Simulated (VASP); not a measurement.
All values below come from PBE GGA, VASP's PBE PAW potentials (set 64) (plane waves; VASP).

The input files of a VASP run:

File KPOINTS:
```
Automatic mesh
0
Gamma
8 8 8
0 0 0
```

POSCAR:
```
HfO2
1
    0.0000000000     2.5362095691     2.5362095691
    2.5362095691     0.0000000000     2.5362095691
    2.5362095691     2.5362095691     0.0000000000
Hf O
1 2
Direct
  0.0000000000   0.0000000000   0.0000000000
  0.2500000000   0.2500000000   0.2500000000
  0.7500000000   0.7500000000   0.7500000000
```

### INCAR
```
! general
SYSTEM  = HfO2
PREC    = Accurate
ENCUT   = 600
LREAL   = F
LASPH   = T

! electronic loop
EDIFF   = 1E-7   ! SCF stop (eV)
NELM    = 100
ALGO    = Normal   ! blocked Davidson
LMAXMIX = 6   ! l cut-off of mixed one-centre charges

! smearing
ISMEAR  = 0   ! Gaussian
SIGMA   = 0.05   ! width (eV)

! functional
GGA     = PE   ! PBE

! ions
IBRION  = 2
NSW     = 40   ! most ionic steps
ISIF    = 3   ! ions, shape and volume
EDIFFG  = -0.01   ! ionic stop
PSTRESS = 300

! output
LWAVE   = F
LCHARG  = F
```

POTCAR, in this order: Hf_pv O (PBE.64 set). Program: vasp_std.

Output

OUTCAR:
```
 ion  position               nearest neighbor table
   1  0.000  0.000  0.000-   3 2.20   3 2.20   3 2.20   2 2.20   2 2.20   2 2.20   3 2.20   2 2.20
  LATTYP: Found a face centered cubic cell.
 ALAT       =     5.0724191382
 Subroutine PRICEL returns:
 Original cell was already a primitive cell.
 Subroutine GETGRP returns: Found 48 space group operations
The static configuration has the point symmetry O_h .
The dynamic configuration has the point symmetry O_h .
 Subroutine INISYM returns: Found 48 space group operations
 Subroutine IBZKPT returns following result:
 Found     29 irreducible k-points:

 Following reciprocal coordinates:
            Coordinates               Weight
  0.000000  0.000000  0.000000      1.000000
  0.125000  0.000000  0.000000      8.000000
  0.250000  0.000000  0.000000      8.000000
  0.375000  0.000000  0.000000      8.000000
  0.500000  0.000000  0.000000      4.000000
  0.125000  0.125000  0.000000      6.000000
  0.250000  0.125000  0.000000     24.000000
  0.375000  0.125000  0.000000     24.000000
  0.500000  0.125000  0.000000     24.000000
 -0.375000  0.125000  0.000000     24.000000
...
```

**OSZICAR**
```
       N       E                     dE             d eps       ncg     rms          rms(c)
DAV:   1     0.112359262643E+03    0.11236E+03   -0.14146E+04   878   0.163E+03
DAV:   2    -0.317428390512E+02   -0.14410E+03   -0.13894E+03  1115   0.344E+02
DAV:   3    -0.360066572120E+02   -0.42638E+01   -0.42607E+01  1108   0.576E+01
DAV:   4    -0.360298816025E+02   -0.23224E-01   -0.23222E-01  1122   0.458E+00
DAV:   5    -0.360300788340E+02   -0.19723E-03   -0.19722E-03  1108   0.384E-01    0.481E+01
DAV:   6    -0.303878522019E+02    0.56422E+01   -0.30083E+01   975   0.388E+01    0.430E+01
DAV:   7    -0.302897036613E+02    0.98149E-01   -0.77529E-01  1059   0.826E+00    0.290E+01
DAV:   8    -0.302652003315E+02    0.24503E-01   -0.23485E-01  1073   0.513E+00    0.602E+00
DAV:   9    -0.302536506775E+02    0.11550E-01   -0.45183E-02  1059   0.194E+00    0.169E+00
DAV:  10    -0.302537138319E+02   -0.63154E-04   -0.47163E-03  1128   0.544E-01    0.309E-01
DAV:  11    -0.302536823214E+02    0.31511E-04   -0.30594E-04  1052   0.148E-01    0.221E-01
DAV:  12    -0.302536935543E+02   -0.11233E-04   -0.54249E-05  1172   0.561E-02    0.568E-02
DAV:  13    -0.302536944803E+02   -0.92607E-06   -0.22539E-06  1103   0.119E-02    0.168E-02
DAV:  14    -0.302536946699E+02   -0.18960E-06   -0.65673E-07   996   0.622E-03    0.132E-03
DAV:  15    -0.302536946528E+02    0.17170E-07   -0.45185E-08   666   0.182E-03
   1 F= -.24144330E+02 E0= -.24144330E+02  d E =-.241443E+02
       N       E                     dE             d eps       ncg     rms          rms(c)
DAV:   1    -0.366645923878E+02   -0.64109E+01   -0.26489E+02  1010   0.172E+02    0.611E+01
DAV:   2    -0.285911222136E+02    0.80735E+01   -0.25877E+01   926   0.430E+01    0.262E+01
DAV:   3    -0.272320425954E+02    0.13591E+01   -0.20703E+00  1003   0.152E+01    0.124E+01
DAV:   4    -0.270854287994E+02    0.14661E+00   -0.46002E-01  1067   0.682E+00    0.852E+00
DAV:   5    -0.270916866135E+02   -0.62578E-02   -0.77587E-02  1073   0.223E+00    0.491E+00
DAV:   6    -0.270830532241E+02    0.86334E-02   -0.38923E-02   891   0.148E+00    0.394E-01
DAV:   7    -0.270831133937E+02   -0.60170E-04   -0.68071E-04  1052   0.257E-01    0.112E-01
DAV:   8    -0.270830965551E+02    0.16839E-04   -0.90526E-05  1017   0.918E-02    0.494E-02
DAV:   9    -0.270830952932E+02    0.12619E-05   -0.62750E-06  1059   0.227E-02    0.111E-02
DAV:  10    -0.270830951979E+02    0.95320E-07   -0.48158E-08   799   0.224E-03
   2 F= -.22615332E+02 E0= -.22615332E+02  d E =0.152900E+01
       N       E                     dE             d eps       ncg     rms          rms(c)
DAV:   1    -0.345838556410E+02   -0.75008E+01   -0.12025E+02   996   0.109E+02    0.487E+01
DAV:   2    -0.308178917638E+02    0.37660E+01   -0.15507E+01   891   0.324E+01    0.189E+01
DAV:   3    -0.301378871447E+02    0.68000E+00   -0.93480E-01  1045   0.886E+00    0.102E+01
DAV:   4    -0.300367069630E+02    0.10118E+00   -0.42815E-01  1094   0.574E+00    0.564E+00
DAV:   5    -0.300371143177E+02   -0.40735E-03   -0.78143E-03   968   0.780E-01    0.540E+00
DAV:   6    -0.300397650625E+02   -0.26507E-02   -0.47354E-02  1080   0.143E+00    0.337E+00
DAV:   7    -0.300347272335E+02    0.50378E-02   -0.22960E-02   898   0.102E+00    0.810E-01
DAV:   8    -0.300347430884E+02   -0.15855E-04   -0.44374E-04  1024   0.179E-01    0.365E-01
DAV:   9    -0.300347447470E+02   -0.16586E-05   -0.40365E-05  1024   0.578E-02    0.133E-01
DAV:  10    -0.300347494323E+02   -0.46853E-05   -0.64958E-05   968   0.603E-02    0.114E-01
DAV:  11    -0.300347457807E+02    0.36516E-05   -0.11222E-05   926   0.282E-02    0.446E-02
DAV:  12    -0.300347450365E+02    0.74417E-06   -0.23134E-06  1038   0.112E-02    0.274E-03
DAV:  13    -0.300347450442E+02   -0.77421E-08   -0.21386E-08   470   0.138E-03
   3 F= -.24453190E+02 E0= -.24453190E+02  d E =-.308860E+00
       N       E                     dE             d eps       ncg     rms          rms(c)
DAV:   1    -0.300076502396E+02    0.27095E-01   -0.88934E-02   975   0.297E+00    0.106E+00
DAV:   2    -0.300047757224E+02    0.28745E-02   -0.11835E-02   940   0.869E-01    0.366E-01
DAV:   3    -0.300043257391E+02    0.44998E-03   -0.56268E-04  1045   0.231E-01    0.217E-01
DAV:   4    -0.300042429066E+02    0.82832E-04   -0.29857E-04  1059   0.153E-01    0.147E-01
DAV:   5    -0.300042464589E+02   -0.35523E-05   -0.18994E-05  1066   0.336E-02    0.256E-02
DAV:   6    -0.300042456795E+02    0.77945E-06   -0.19606E-06  1045   0.105E-02    0.789E-03
DAV:   7    -0.300042456609E+02    0.18590E-07   -0.69245E-08   519   0.261E-03
   4 F= -.24454999E+02 E0= -.24454999E+02  d E =-.310669E+00
       N       E                     dE             d eps       ncg     rms          rms(c)
DAV:   1    -0.299938774977E+02    0.10368E-01   -0.10057E-02   975   0.999E-01    0.361E-01
DAV:   2    -0.299935533841E+02    0.32411E-03   -0.13366E-03   947   0.293E-01    0.125E-01
DAV:   3    -0.299935025569E+02    0.50827E-04   -0.63827E-05  1031   0.778E-02    0.738E-02
DAV:   4    -0.299934937743E+02    0.87826E-05   -0.33758E-05  1073   0.514E-02    0.498E-02
DAV:   5    -0.299934950988E+02   -0.13245E-05   -0.21761E-06  1052   0.114E-02    0.860E-03
DAV:   6    -0.299934949395E+02    0.15927E-06   -0.22582E-07   836   0.356E-03    0.288E-03
DAV:   7    -0.299934949324E+02    0.71723E-08   -0.10509E-08   449   0.998E-04
   5 F= -.24455086E+02 E0= -.24455086E+02  d E =-.310757E+00
```

File OUTCAR:
```
------------------------ aborting loop because EDIFF is reached ----------------------------------------
  FORCE on cell =-STRESS in cart. coord.  units (eV):
  Direction    XX          YY          ZZ          XY          YZ          ZX
  --------------------------------------------------------------------------------------
  Total        5.5625586      5.5625586      5.5625586      0.0000000      0.0000000      0.0000000
  in kB      301.3081248    301.3081248    301.3081248      0.0000000      0.0000000      0.0000000
  external PRESSURE =       1.3081248 kB  Pullay stress =     300.0000000 kB
  volume of cell :       29.58
      direct lattice vectors                 reciprocal lattice vectors
     0.000000000  2.454604057  2.454604057    -0.203698840  0.203698840  0.203698840
     2.454604057  0.000000000  2.454604057     0.203698840 -0.203698840  0.203698840
     2.454604057  2.454604057 -0.000000000     0.203698840  0.203698840 -0.203698840
 POSITION                                       TOTAL-FORCE (eV/Angst)
 -----------------------------------------------------------------------------------
      0.00000      0.00000      0.00000        -0.000000     -0.000000      0.000000
      1.22730      1.22730      1.22730        -0.000000     -0.000000     -0.000000
      3.68191      3.68191      3.68191         0.000000      0.000000      0.000000
 -----------------------------------------------------------------------------------
    total drift:                                0.000000     -0.000000      0.000000
  FREE ENERGIE OF THE ION-ELECTRON SYSTEM (eV)
  ---------------------------------------------------
  free  energy   TOTEN  =       -29.9934949324 eV

  energy  without entropy=      -29.9934949324  energy(sigma->0) =      -29.99349493
  enthalpy is  TOTEN    =       -24.4550861005 eV   P V=        5.5384088319

 reached required accuracy - stopping structural energy minimisation
```
(Selected blocks of OUTCAR.)

File CONTCAR:
```
HfO2
   1.00000000000000
     0.0000000000000000    2.4546040571841390    2.4546040571841390
     2.4546040571841390    0.0000000000000000    2.4546040571841390
     2.4546040571841390    2.4546040571841390   -0.0000000000000000
  Hf              O
     1     2
Direct
     0.0000000000000000    0.0000000000000000    0.0000000000000000
     0.2500000000000000    0.2500000000000000    0.2500000000000000
     0.7500000000000000    0.7500000000000000    0.7500000000000000
```

Energy and stress use the plane-wave basis of the starting cell.

The compound is HfO2 in the fluorite structure, the high-temperature cubic form, which is unstable at 0 K; the monoclinic form is the stable one. This run relaxes it under an external pressure of 30 GPa. Symmetry was kept, so distortions that lower it aren't found.
